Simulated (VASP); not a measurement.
The system is Ta2SiO3.

```
Ta Si O
1.0
     3.76259    0.00000    0.00000
     0.00000    3.76259    0.00000
     0.00000    0.00000    6.30410
Ta Si O
2 1 3
Direct
  0.00000 0.50000 0.00000
  0.50000 0.00000 0.00000
  0.00000 0.00000 0.50000
  0.00000 0.00000 0.28088
  0.00000 0.00000 0.71912
  0.50000 0.50000 0.50000
```

The cell was built by a generator and needn't be a form met in nature.

* Program: VASP 6.6.1
* Task: relaxation of cell and atoms
* Functional: PBE
* Potentials or basis: VASP PAW PBE potentials, release 64 (Ta_pv, Si, O)
* Cutoff: 520 eV
* k mesh: 4 × 4 × 2
* Occupations: gaussian, width 0.15 eV
* Spin: no spin polarisation

At the start: pressure 14.2 GPa; volume 14.87 Å³/atom.

How do energy, volume and symmetry change on relaxing?

Over 17 steps the energy falls by 869.1 meV/atom and the volume is 15.17 Å³/atom (+2.0 %); space group P4/mmm (No. 123, to 0.05 Å).

Step by step:
```
step  energy change (eV)  largest force (eV/Å)  pressure (GPa)  volume (Å³)
   1              0.0000               15.0646           14.20        89.25
   2             21.1596                4.1751           26.26       103.04
   3              0.3858                0.8581            3.17       102.12
   4             -3.8519                1.7206           -6.49       101.27
   5             -4.3936                1.9865           -8.71       100.64
   6             -4.1723                2.1575          -13.03        95.44
   7             -4.3835                2.2945          -11.22        98.17
   8             -4.8463                0.8576           13.91        84.69
   9             -5.0254                0.5554            3.25        88.94
  10             -5.1908                0.1877            0.26        90.67
  11             -5.2094                0.1614           -0.54        91.34
  12             -5.1747                0.2771           -3.08        92.63
  13             -5.2114                0.1407           -0.96        91.55
  14             -5.2115                0.1275           -1.07        91.61
  15             -5.2115                0.1102           -1.18        91.67
  16             -5.2117                0.2158            1.03        90.46
  17             -5.2145                0.0437            0.06        91.04
```

Final structure:
```
CELL_PARAMETERS angstrom
3.65099 0.00000 0.00000
0.00000 3.65099 0.00000
0.00000 0.00000 6.83020
ATOMIC_POSITIONS crystal
Ta 0.00000 0.50000 0.00000
Ta 0.50000 0.00000 0.00000
Si 0.00000 0.00000 0.50000
O 0.00000 0.00000 0.17919
O 0.00000 0.00000 0.82081
O 0.50000 0.50000 0.50000
```

Caveat: the k mesh is coarse (spacing up to 0.50 Å⁻¹), so the values aren't converged.
